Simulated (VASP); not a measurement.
Output of a VASP run:

File OSZICAR:
```
...
DAV:   1     0.169304739104E+02   -0.57505E-01   -0.20542E+00  1664   0.115E+01    0.186E+00
DAV:   2     0.169649109959E+02    0.34437E-01   -0.12957E-01  1689   0.323E+00    0.877E-01
DAV:   3     0.169787907798E+02    0.13880E-01   -0.98346E-02  1664   0.257E+00    0.220E-01
DAV:   4     0.169771035371E+02   -0.16872E-02   -0.12851E-02  1689   0.104E+00    0.133E-01
DAV:   5     0.169771323272E+02    0.28790E-04   -0.17684E-03  1674   0.551E-01    0.115E-01
DAV:   6     0.169771772938E+02    0.44967E-04   -0.37078E-03  1664   0.688E-01    0.118E-01
DAV:   7     0.169769933877E+02   -0.18391E-03   -0.22751E-03  1664   0.482E-01    0.177E-02
DAV:   8     0.169769695133E+02   -0.23874E-04   -0.11556E-04  1829   0.101E-01    0.115E-02
DAV:   9     0.169769663610E+02   -0.31522E-05   -0.25778E-05  1684   0.586E-02    0.363E-03
DAV:  10     0.169769665038E+02    0.14274E-06   -0.75578E-07  1373   0.834E-03
   2 F= 0.16976967E+02 E0= 0.16977001E+02  d E =-.110117E-01
       N       E                     dE             d eps       ncg     rms          rms(c)
DAV:   1     0.169761362818E+02   -0.83008E-03   -0.30844E-02  1664   0.142E+00    0.231E-01
DAV:   2     0.169765620511E+02    0.42577E-03   -0.19417E-03  1699   0.391E-01    0.108E-01
DAV:   3     0.169767704207E+02    0.20837E-03   -0.15098E-03  1664   0.322E-01    0.275E-02
DAV:   4     0.169767396832E+02   -0.30738E-04   -0.19539E-04  1704   0.138E-01    0.165E-02
DAV:   5     0.169767544429E+02    0.14760E-04   -0.46050E-05  1664   0.860E-02    0.179E-02
DAV:   6     0.169767476338E+02   -0.68091E-05   -0.34505E-05  1674   0.648E-02    0.623E-03
DAV:   7     0.169767511234E+02    0.34896E-05   -0.13230E-05  1664   0.345E-02    0.378E-03
DAV:   8     0.169767492206E+02   -0.19028E-05   -0.17609E-06  1718   0.134E-02    0.988E-04
DAV:   9     0.169767486879E+02   -0.53266E-06   -0.54487E-07   967   0.890E-03
   3 F= 0.16976749E+02 E0= 0.16976770E+02  d E =-.112295E-01
       N       E                     dE             d eps       ncg     rms          rms(c)
DAV:   1     0.169759181318E+02   -0.83109E-03   -0.36011E-02  1674   0.143E+00    0.127E-01
DAV:   2     0.169764098603E+02    0.49173E-03   -0.58977E-04  1974   0.232E-01    0.739E-02
DAV:   3     0.169764197761E+02    0.99158E-05   -0.43161E-04  1719   0.154E-01    0.575E-02
DAV:   4     0.169764879397E+02    0.68164E-04   -0.10985E-04  1834   0.131E-01    0.152E-02
DAV:   5     0.169764256840E+02   -0.62256E-04   -0.11573E-04  1704   0.129E-01    0.127E-02
DAV:   6     0.169764180954E+02   -0.75886E-05   -0.99607E-06  1754   0.417E-02    0.228E-03
DAV:   7     0.169764187286E+02    0.63318E-06   -0.14052E-06  1247   0.138E-02
   4 F= 0.16976419E+02 E0= 0.16976452E+02  d E =-.329959E-03
       N       E                     dE             d eps       ncg     rms          rms(c)
DAV:   1     0.169753052158E+02   -0.11129E-02   -0.67836E-02  1674   0.196E+00    0.170E-01
DAV:   2     0.169762207369E+02    0.91552E-03   -0.11034E-03  1989   0.318E-01    0.104E-01
DAV:   3     0.169762335737E+02    0.12837E-04   -0.82655E-04  1724   0.214E-01    0.804E-02
DAV:   4     0.169763675564E+02    0.13398E-03   -0.21901E-04  1804   0.185E-01    0.203E-02
DAV:   5     0.169762426025E+02   -0.12495E-03   -0.22669E-04  1699   0.180E-01    0.172E-02
DAV:   6     0.169762296695E+02   -0.12933E-04   -0.18629E-05  1769   0.563E-02    0.355E-03
DAV:   7     0.169762304755E+02    0.80597E-06   -0.27084E-06  1813   0.185E-02
   5 F= 0.16976230E+02 E0= 0.16976255E+02  d E =-.518212E-03
```

OUTCAR:
```
------------------------ aborting loop because EDIFF is reached ----------------------------------------
  FORCE on cell =-STRESS in cart. coord.  units (eV):
  Direction    XX          YY          ZZ          XY          YZ          ZX
  --------------------------------------------------------------------------------------
  Total        0.0038751      0.0038751     -0.0079042      0.0000000      0.0000000      0.0000000
  in kB        0.1005657      0.1005657     -0.2051295      0.0000000      0.0000000      0.0000000
  external PRESSURE =      -0.0013327 kB  Pullay stress =       0.0000000 kB
  volume of cell :       61.74
      direct lattice vectors                 reciprocal lattice vectors
     1.789894914 -3.100188486 -0.000000000     0.279346009 -0.161280516 -0.000000000
     1.789894914  3.100188486 -0.000000000     0.279346009  0.161280516 -0.000000000
     0.000000000  0.000000000  5.562819232     0.000000000 -0.000000000  0.179764964
 POSITION                                       TOTAL-FORCE (eV/Angst)
 -----------------------------------------------------------------------------------
      1.78989      1.03340      1.39070         0.000000     -0.000000      0.000000
      1.78989     -1.03340      4.17211        -0.000000      0.000000      0.000000
 -----------------------------------------------------------------------------------
    total drift:                                0.000004      0.000120     -0.000009
  FREE ENERGIE OF THE ION-ELECTRON SYSTEM (eV)
  ---------------------------------------------------
  free  energy   TOTEN  =        16.9762304755 eV

  energy  without entropy=       16.9763036494  energy(sigma->0) =       16.97625487

 reached required accuracy - stopping structural energy minimisation
```
(Selected blocks of OUTCAR.)

**POSCAR**
```
Tb
1
    1.8000000000    -3.1176910000     0.0000000000
    1.8000000000     3.1176910000     0.0000000000
    0.0000000000     0.0000000000     5.6900000000
Tb
2
Direct
  0.3333330000   0.6666670000   0.2500000000
  0.6666670000   0.3333330000   0.7500000000
```

### Question
Reconstruct the remaining input files.

### Answer
One answer among several that fit: the input of the run itself, MS2 meta-GGA, plane waves, VASP's PBE PAW potentials (set 64).

**INCAR**
```
SYSTEM = Tb
PREC = Accurate
ENCUT = 520
EDIFF = 1E-6
NELM = 100
ALGO = Normal
LREAL = .FALSE.
LASPH = .TRUE.
ISMEAR = 1
SIGMA = 0.1
METAGGA = MS2
LMIXTAU = .TRUE.
LMAXMIX = 6
LWAVE = .FALSE.
LCHARG = .FALSE.
IBRION = 2
ISIF = 3
NSW = 60
EDIFFG = -0.01
```

### KPOINTS
```
kpoints
0
gamma
 11 11 6
0 0 0
```

POTCAR, in this order: Tb_3 (PBE.64 set). Program: vasp_std.

The 4f electrons are frozen in the core of the lanthanide potential, so 4f levels, which can set the real gap, and their magnetism are missing. Energy and stress use the plane-wave basis of the starting cell.

The compound is Tb in the hcp structure. This run relaxes it. Symmetry was kept, so distortions that lower it aren't found.
